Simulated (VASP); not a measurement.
Input of a VASP 6.6.1 run:

The input INCAR:

```
SYSTEM = SiNi2
  PREC = Accurate
  ENCUT = 520
  EDIFF = 1E-6
  ISMEAR = 0
  SIGMA = 0.1
  LREAL = .FALSE.
  LASPH = .TRUE.
  NELM = 100
  ALGO = Fast
  ISIF = 2
  LWAVE = .FALSE.
  LCHARG = .FALSE.
  GGA = PE
  NBANDS = 60
```

Contents of KPOINTS:

```
Automatic mesh
0
G
  4 6 4
  0 0 0
```

The input POSCAR:

```
SiNi2
1.0
    4.9900000000      0.0000000000      0.0000000000
    0.0000000000      3.7200000000      0.0000000000
    0.0000000000      0.0000000000      7.0300000000
Si Ni
4 8
Direct
    0.2860000000      0.7500000000      0.6140000000
    0.7140000000      0.2500000000      0.3860000000
    0.2140000000      0.2500000000      0.1140000000
    0.7860000000      0.7500000000      0.8860000000
    0.9580000000      0.7500000000      0.2030000000
    0.0420000000      0.2500000000      0.7970000000
    0.5420000000      0.2500000000      0.7030000000
    0.4580000000      0.7500000000      0.2970000000
    0.8250000000      0.7500000000      0.5630000000
    0.1750000000      0.2500000000      0.4370000000
    0.6750000000      0.2500000000      0.0630000000
    0.3250000000      0.7500000000      0.9370000000
```

Potentials or basis: VASP PAW PBE potentials, release 64 (Si, Ni).

Launch:

```sh
$ cat potpaw_PBE.64/Si/POTCAR potpaw_PBE.64/Ni/POTCAR > POTCAR
$ mpirun -np 1 vasp_std > vasp.out
```

Task: Predict the pressure.

Result: 3.4 GPa.

Task: Predict the largest force.

Result: 0.343 eV/Å.

Forces in eV/Å, atoms in the order of the input:
```
Si  -0.030  0.000 -0.065
Si   0.030  0.000  0.065
Si   0.030  0.000 -0.065
Si  -0.030  0.000  0.065
Ni   0.100  0.000  0.227
Ni  -0.100  0.000 -0.227
Ni  -0.100  0.000  0.227
Ni   0.100  0.000 -0.227
Ni   0.246  0.000 -0.238
Ni  -0.246  0.000  0.238
Ni  -0.246  0.000 -0.238
Ni   0.246  0.000  0.238
```

Spin polarisation is off, so any magnetic state and its effect on volume and gap are missing.
